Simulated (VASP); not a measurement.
Crystal: Ti2RuC3.

```
CELL_PARAMETERS angstrom
2.45207 1.41571 4.07833
-2.45207 1.41571 4.07833
0.00000 -2.83141 4.07833
ATOMIC_POSITIONS crystal
Ti 0.12477 0.12477 0.12477
Ti 0.87523 0.87523 0.87523
Ru 0.50000 0.50000 0.50000
C 0.00000 0.50000 0.50000
C 0.50000 0.00000 0.50000
C 0.50000 0.50000 0.00000
```

The cell was built by a generator and needn't be a form met in nature.

```yaml
Program: VASP 6.6.1
Task: relaxation of cell and atoms
Functional: PBE
Potentials_or_basis: VASP PAW PBE potentials, release 64 (Ti_sv, Ru_pv, C)
Cutoff: 520 eV
k_mesh: 4 × 4 × 4
Occupations: gaussian, width 0.15 eV
Spin: no spin polarisation
```

At the start: pressure -34.7 GPa; volume 14.16 Å³/atom.

Question: Where does the relaxation end?

Answer: Over 21 steps the energy falls by 1187.1 meV/atom and the volume is 11.58 Å³/atom (-18.2 %); space group R-3m (No. 166, to 0.05 Å).

Step by step:
```
step  energy change (eV)  largest force (eV/Å)  pressure (GPa)  volume (Å³)
   1              0.0000                0.2026          -34.68        84.95
   2             -4.1219                0.1510           39.07        52.43
   3             -4.6779                0.0036            3.22        58.30
   4             -5.1417                1.6119           13.07        57.16
   5             -5.1416                1.6264           13.21        57.14
   6             -5.5494                1.7161           -5.34        62.57
   7             -5.5879                2.0298          -10.71        64.88
   8             -6.0065                2.5369           -8.70        65.65
   9             -6.9228                0.7301            4.66        67.34
  10             -6.9231                1.2393            2.54        67.23
  11             -6.9268                0.9855            3.63        67.30
  12             -7.0218                0.1561            3.10        69.37
  13             -7.0220                0.2056            3.11        69.46
  14             -7.0782                0.3771           -3.45        70.97
  15             -7.0784                0.3496           -3.24        70.97
  16             -7.1160                0.0246           -1.40        70.09
  17             -7.1218                0.1024           -0.29        69.68
  18             -7.1221                0.1118           -0.17        69.60
  19             -7.1221                0.1235           -0.26        69.57
  20             -7.1220                0.1352           -0.01        69.51
  21             -7.1225                0.0189           -0.13        69.45
```

Final structure:
```yaml
crystal:
  lattice:
    - [2.62616, 1.51622, 2.90711]
    - [-2.62616, 1.51622, 2.90711]
    - [0.00000, -3.03243, 2.90711]
  atoms:
    - { symbol: Ti, position: [0.17875, 0.17875, 0.17875] }
    - { symbol: Ti, position: [0.82125, 0.82125, 0.82125] }
    - { symbol: Ru, position: [0.50000, 0.50000, 0.50000] }
    - { symbol: C, position: [0.00000, 0.50000, 0.50000] }
    - { symbol: C, position: [0.50000, 0.00000, 0.50000] }
    - { symbol: C, position: [0.50000, 0.50000, 0.00000] }
```

Caveat: the k mesh is coarse (spacing up to 0.39 Å⁻¹), so the values aren't converged; the volume moved by over 15 % at a fixed basis, so the end points are rough.
